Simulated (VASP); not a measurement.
# A VASP study of TiC (Khamrabaevite) (LDA): structure first, properties next, part 5 of 5

Aim: relax TiC (Khamrabaevite), then compute properties on the relaxed cell. The start is a cell from a database of measured crystal structures.

VASP 6.6.1; LDA; plane waves and PAW (Ti_sv, C).

So far. Step 21 (Volume scan with LDA, volume scale 1.06 (run 2)): The run ends at a pressure of -14.62 GPa. Step 23 (Fit for LDA): The fitted volume lies +0.05 % from the relaxed one. The relaxed cell has a = 4.265 Å (conventional setting).

## (24) Vibrations at Γ (LDA)

This step: LDA; plane waves and PAW (Ti_sv, C) (VASP 6.6.1).

Zone-centre modes test whether the atoms sit at a minimum within this cell. IBRION = 8 takes the force constants from linear response, which needs tightly converged orbitals.

Input file INCAR:

```
SYSTEM = TiC
PREC = Accurate
ENCUT = 520
EDIFF = 1E-08
NELM = 100
ISMEAR = 1
SIGMA = 0.2
LREAL = .FALSE.
ALGO = Normal
GGA = CA
NBANDS = 14
LASPH = .TRUE.
LORBIT = 11
LWAVE = .FALSE.
LCHARG = .FALSE.
KPAR = 2
IBRION = 8
ISIF = 2
```

Input file POSCAR:

```
TiC
1.0
    0.0000000000      2.1322909251      2.1322909251
    2.1322909251      0.0000000000      2.1322909251
    2.1322909251      2.1322909251      0.0000000000
Ti C
1 1
Direct
    0.0000000000      0.0000000000      0.0000000000
    0.5000000000      0.5000000000      0.5000000000
```

Input file KPOINTS:

```
Automatic mesh
0
Gamma
16 16 16
0 0 0
```

The projector-augmented-wave data sets are Ti_sv and C (LDA family, release 64).

The run is started by

```bash
$ mpirun -np 2 vasp_std
```

The log of the run:

```text
[... set-up lines as in an earlier step ...]
 entering main loop
       N       E                     dE             d eps       ncg     rms          rms(c)
DAV:   1     0.116990576070E+03    0.11699E+03   -0.81554E+03  4068   0.137E+03
DAV:   2    -0.179396977009E+02   -0.13493E+03   -0.12725E+03  4378   0.352E+02
DAV:   3    -0.256738257291E+02   -0.77341E+01   -0.75716E+01  5372   0.819E+01
DAV:   4    -0.259750360996E+02   -0.30121E+00   -0.30099E+00  4992   0.149E+01
DAV:   5    -0.259829367059E+02   -0.79006E-02   -0.79000E-02  5548   0.206E+00    0.189E+01
DAV:   6    -0.211765524249E+02    0.48064E+01   -0.13083E+01  5792   0.606E+01    0.690E+00
DAV:   7    -0.205838871686E+02    0.59267E+00   -0.22681E+00  4938   0.227E+01    0.535E+00
DAV:   8    -0.205536337057E+02    0.30253E-01   -0.11574E-01  4468   0.387E+00    0.346E+00
DAV:   9    -0.205411792231E+02    0.12454E-01   -0.10459E-01  5076   0.388E+00    0.682E-01
DAV:  10    -0.205405127067E+02    0.66652E-03   -0.10388E-02  5398   0.135E+00    0.640E-01
DAV:  11    -0.205386147050E+02    0.18980E-02   -0.50785E-03  4384   0.107E+00    0.143E-01
DAV:  12    -0.205386102161E+02    0.44889E-05   -0.38131E-04  4510   0.231E-01    0.485E-02
DAV:  13    -0.205385995332E+02    0.10683E-04   -0.20399E-05  5008   0.366E-02    0.654E-03
DAV:  14    -0.205385991572E+02    0.37607E-06   -0.66396E-07  5008   0.104E-02    0.290E-03
DAV:  15    -0.205385990736E+02    0.83585E-07   -0.14801E-07  6264   0.497E-03    0.117E-03
DAV:  16    -0.205385990597E+02    0.13879E-07   -0.29407E-08  4534   0.280E-03    0.154E-04
DAV:  17    -0.205385990602E+02   -0.45634E-09   -0.89278E-10  2522   0.433E-04
   1 F= -.20538599E+02 E0= -.20538500E+02  d E =-.297408E-03
 Linear response reoptimize wavefunctions to high precision
DAV:   1    -0.205385990601E+02    0.44338E-10   -0.24595E-10  2858   0.221E-04
 Linear response DOF=           2
 Linear response progress:
  Degree of freedom:   1/  2
       N       E                     dE             d eps       ncg     rms          rms(c)
RMM:   1    -0.675148773613E+00   -0.67515E+00    0.83739E+00  9870   0.131E+02
RMM:   2    -0.649540837924E+00    0.25608E-01   -0.23525E-01 16357   0.496E+00    0.227E-01
RMM:   3    -0.648835234913E+00    0.70560E-03   -0.18628E-02 19386   0.117E+00    0.111E-01
RMM:   4    -0.648124480612E+00    0.71075E-03   -0.74456E-03 21235   0.508E-01    0.213E-02
RMM:   5    -0.648675729383E+00   -0.55125E-03   -0.11637E-03 22481   0.202E-01    0.995E-03
RMM:   6    -0.648978355072E+00   -0.30263E-03   -0.30261E-04 22493   0.872E-02    0.739E-03
RMM:   7    -0.649404017757E+00   -0.42566E-03   -0.74282E-05 20171   0.465E-02    0.430E-03
RMM:   8    -0.649364655326E+00    0.39362E-04   -0.37437E-05 22378   0.232E-02    0.103E-03
RMM:   9    -0.649319678112E+00    0.44977E-04   -0.24561E-05 22150   0.134E-02    0.828E-04
RMM:  10    -0.649348061433E+00   -0.28383E-04   -0.17549E-05 21950   0.792E-03    0.134E-04
RMM:  11    -0.649355915066E+00   -0.78536E-05   -0.13735E-05 23117   0.520E-03    0.305E-05
RMM:  12    -0.649354848255E+00    0.10668E-05   -0.10632E-05 23456   0.361E-03    0.871E-05
RMM:  13    -0.649358532617E+00   -0.36844E-05   -0.78608E-06 21321   0.276E-03    0.230E-05
RMM:  14    -0.649358797361E+00   -0.26474E-06   -0.69911E-06 23072   0.215E-03    0.301E-05
RMM:  15    -0.649358911241E+00   -0.11388E-06   -0.56488E-06 24195   0.175E-03    0.419E-05
RMM:  16    -0.649358255537E+00    0.65570E-06   -0.45226E-06 20932   0.148E-03    0.742E-05
RMM:  17    -0.649358421407E+00   -0.16587E-06   -0.36757E-06 22985   0.125E-03    0.795E-05
RMM:  18    -0.649358478714E+00   -0.57306E-07   -0.30372E-06 23472   0.107E-03    0.875E-05
RMM:  19    -0.649358486040E+00   -0.73262E-08   -0.24206E-06 22564   0.920E-04    0.949E-05
RMM:  20    -0.649358537822E+00   -0.51782E-07   -0.23329E-06 20424   0.800E-04    0.100E-04
RMM:  21    -0.649358464086E+00    0.73737E-07   -0.17729E-06 20579   0.703E-04    0.106E-04
RMM:  22    -0.649358583664E+00   -0.11958E-06   -0.15356E-06 19780   0.616E-04    0.109E-04
 first order change of Fermi-energy   0.50631E-04
 force on displaced ion       1 direction 1 : -10.898   0.000   0.000
 Linear response progress:
  Degree of freedom:   2/  2
       N       E                     dE             d eps       ncg     rms          rms(c)
RMM:   1    -0.125984941665E+00   -0.12598E+00   -0.55644E-02 20963   0.231E+00
RMM:   2    -0.116145217950E+00    0.98397E-02   -0.56160E-03 19002   0.565E-01    0.146E-01
RMM:   3    -0.116768329183E+00   -0.62311E-03   -0.19031E-03 19406   0.242E-01    0.670E-02
RMM:   4    -0.117768244248E+00   -0.99992E-03   -0.73859E-04 19850   0.148E-01    0.146E-02
RMM:   5    -0.117894022842E+00   -0.12578E-03   -0.15065E-04 22658   0.583E-02    0.276E-03
RMM:   6    -0.117874378923E+00    0.19644E-04   -0.20709E-05 21995   0.238E-02    0.111E-03
RMM:   7    -0.117878718506E+00   -0.43396E-05   -0.41457E-06 22967   0.110E-02    0.459E-04
RMM:   8    -0.117878572858E+00    0.14565E-06   -0.83497E-07 22798   0.531E-03    0.297E-04
RMM:   9    -0.117877911354E+00    0.66150E-06   -0.29718E-07 22891   0.270E-03    0.131E-04
RMM:  10    -0.117877414418E+00    0.49694E-06   -0.68021E-07 22813   0.144E-03    0.664E-05
RMM:  11    -0.117877566632E+00   -0.15221E-06   -0.15935E-07 22469   0.758E-04    0.729E-05
RMM:  12    -0.117877553609E+00    0.13024E-07    0.97992E-08 22882   0.408E-04    0.299E-05
RMM:  13    -0.117877524039E+00    0.29570E-07   -0.12986E-07 23100   0.220E-04    0.736E-06
RMM:  14    -0.117877537969E+00   -0.13930E-07   -0.83088E-08 24129   0.114E-04    0.883E-06
RMM:  15    -0.117877536675E+00    0.12939E-08   -0.31193E-08 22661   0.629E-05    0.198E-06
 first order change of Fermi-energy   0.27366E-03
 force on displaced ion       2 direction 1 : -10.859   0.000   0.000
 Linear response finished
```

Elapsed: 72 s, on 2 MPI ranks of Intel Xeon 6975P-C (Granite Rapids), shared host; peak memory 0.67 GiB.

Parts of OUTCAR (step 24):

```text
   k-points           NKPTS =    145   k-points in BZ     NKDIM =    145   number of bands    NBANDS=     14

   NELECT =      16.0000    total number of electrons

  Total       -0.0036216     -0.0036216     -0.0036216     -0.0000000      0.0000000     -0.0000000
  in kB       -0.2992575     -0.2992575     -0.2992575     -0.0000000      0.0000000     -0.0000000
  external PRESSURE =      -0.2992575 kB  Pullay stress =       0.0000000 kB

 POSITION                                       TOTAL-FORCE (eV/Angst)
 -----------------------------------------------------------------------------------
      0.00000      0.00000      0.00000         0.000000      0.000000      0.000000
      2.13229      2.13229      2.13229         0.000000      0.000000     -0.000000
 -----------------------------------------------------------------------------------
    total drift:                                0.000000     -0.000000     -0.000000

 Eigenvectors and eigenvalues of the dynamical matrix
 ----------------------------------------------------

   1 f  =   16.630949 THz   104.495332 2PiTHz  554.748732 cm-1    68.780046 meV
             X         Y         Z           dx          dy          dz
      0.000000  0.000000  0.000000     0.000000   -0.448477    0.000000
      2.132291  2.132291  2.132291    -0.000000    0.893794    0.000000

   2 f  =   16.630949 THz   104.495332 2PiTHz  554.748732 cm-1    68.780046 meV
             X         Y         Z           dx          dy          dz
      0.000000  0.000000  0.000000     0.000000    0.000000   -0.448477
      2.132291  2.132291  2.132291     0.000000    0.000000    0.893794

   3 f  =   16.630949 THz   104.495332 2PiTHz  554.748732 cm-1    68.780046 meV
             X         Y         Z           dx          dy          dz
      0.000000  0.000000  0.000000    -0.448477   -0.000000   -0.000000
      2.132291  2.132291  2.132291     0.893794    0.000000   -0.000000

   4 f/i=    0.012120 THz     0.076154 2PiTHz    0.404290 cm-1     0.050126 meV
             X         Y         Z           dx          dy          dz
      0.000000  0.000000  0.000000    -0.184952    0.506979    0.712484
      2.132291  2.132291  2.132291    -0.092803    0.254386    0.357501

   5 f/i=    0.012120 THz     0.076154 2PiTHz    0.404290 cm-1     0.050126 meV
             X         Y         Z           dx          dy          dz
      0.000000  0.000000  0.000000     0.874256    0.091891    0.161559
      2.132291  2.132291  2.132291     0.438673    0.046108    0.081065

   6 f/i=    0.012120 THz     0.076154 2PiTHz    0.404290 cm-1     0.050126 meV
             X         Y         Z           dx          dy          dz
      0.000000  0.000000  0.000000     0.018390    0.730340   -0.514911
      2.132291  2.132291  2.132291     0.009227    0.366461   -0.258366

 ELASTIC MODULI CONTR FROM IONIC RELAXATION (kBar)
 Direction    XX          YY          ZZ          XY          YZ          ZX
 --------------------------------------------------------------------------------
 XX           0.0000      0.0000      0.0000      0.0000      0.0000      0.0000
 YY           0.0000      0.0000      0.0000      0.0000      0.0000      0.0000
 ZZ           0.0000      0.0000      0.0000      0.0000      0.0000      0.0000
 XY           0.0000      0.0000      0.0000      0.0000      0.0000      0.0000
 YZ           0.0000      0.0000      0.0000      0.0000      0.0000      0.0000
 ZX           0.0000      0.0000      0.0000      0.0000      0.0000      0.0000
 --------------------------------------------------------------------------------

[... 7 parts as in an earlier step ...]

[... 3 further parts left out ...]
```

Energies printed during the response cycles are not total energies of the cell.

Numbers from this step:

| Quantity | Value |
| --- | --- |
| irreducible k-points | 145 |
| pressure of the cell | -0.02993 GPa |
| largest force of the cell | 0 eV/Å |
| Fermi energy | 9.782 eV |

The modes at Γ (shares of kinetic energy by element, %):

```csv
mode,frequency (cm⁻¹),symmetry,Ti %,C %
1,-0.4,acoustic,80,20
2,-0.4,acoustic,80,20
3,-0.4,acoustic,80,20
4,554.7,T1u,20,80
5,554.7,T1u,20,80
6,554.7,T1u,20,80
```

Displacements in mode 5 (554.7 cm⁻¹), the largest set to 1:
```
Ti1  0.00  0.00 -0.25
C2   0.00  0.00  1.00
```

The three acoustic modes lie within 0.4 cm⁻¹ of zero, and all others are real. By the characters of their eigenvectors the optical modes sort into (cm⁻¹) infrared active: T1u 555.

## (25) Summary of results

| Property | Result |
| --- | --- |
| relaxed volume | 9.695 Å³/atom |
| relaxed conventional cell a, b, c | 4.265, 4.265, 4.265 Å |
| space group after relaxing, within 0.02 Å | Fm-3m (No. 225) |
| band gap | none, a metal |
| DOS at the Fermi level | 0.251 states/eV/cell |
| bulk modulus from the fit | 280 GPa |
| volume from the fit | 9.70 Å³/atom |
| highest zone-centre mode | 555 cm⁻¹ |

What this shows: With LDA, TiC (Khamrabaevite) relaxes to 9.695 Å³/atom in space group Fm-3m (held by the symmetry of the run), comes out as a metal and has a bulk modulus of 280 GPa. Against the listed cell the volume lies -4.3 %. Band structure (LDA): Of the bands kept, 4 cross the Fermi level on this path. Vibrations at Γ (LDA): The highest mode in this list at Γ, 554.7 cm⁻¹, is mostly motion of C (80 % of the kinetic energy). Modes at Γ alone can't show that the crystal is stable at other wave vectors. No search among competing phases was made, and a listed structure need not be the one stable at ambient conditions. All values are for a static lattice at zero temperature.

[Lines on the potential files, build, host, timing and source positions are cut from VASP's logs without a mark.]

[Logs are printed without paths, hosts, clocks, repeated set-up lines and the standing remarks that a program may print on its own settings, such as how far it seeks lower states.]

[Hosts, paths, dates, database ids (printed as entryN), source tags and the programs' standing remarks are cut or masked in the printed files.]

[A measured line is paired with the nearest computed mode of its activity, which favours agreement.]
